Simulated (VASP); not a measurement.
Here is a VASP 6.6.1 calculation.

File INCAR:

```
ALGO = Normal ; EDIFF = 1E-7
EDIFFG = -0.002 ; ENCUT = 520
GGA = PE ; IBRION = 2
ISIF = 3 ; ISMEAR = 0
KPAR = 4 ; LASPH = True
LCHARG = False ; LREAL = False
LWAVE = False ; NELM = 80
NSW = 80 ; PREC = Accurate
SIGMA = 0.02
```

File KPOINTS:

```
k-points
0
Gamma
  10 10 10
```

The input POSCAR:

```
CdS
1.0
    0.0000000000      2.9165000000      2.9165000000
    2.9165000000      0.0000000000      2.9165000000
    2.9165000000      2.9165000000      0.0000000000
Cd S
1 1
Direct
    0.0000000000      0.0000000000      0.0000000000
    0.2500000000      0.2500000000      0.2500000000
```

Potentials or basis: VASP PAW PBE potentials, release 64 (Cd, S).

Run with:

```bash
$ cat potpaw_PBE.64/Cd/POTCAR potpaw_PBE.64/S/POTCAR > POTCAR
$ mpirun -np 4 vasp_std > vasp.out
```

(1) Estimate the relaxed cell.

(2) What does it give for the band gap on the k mesh?

(3) What does it give for the space group after relaxing (to 0.05 Å)?

(4) Estimate the relaxed volume.

## Answers

(1) a = 4.198 Å, b = 4.198 Å, c = 4.198 Å, α = 60.00°, β = 60.00°, γ = 60.00°.

(2) 1.03 eV, direct.

(3) F-43m (No. 216).

(4) 26.16 Å³/atom.
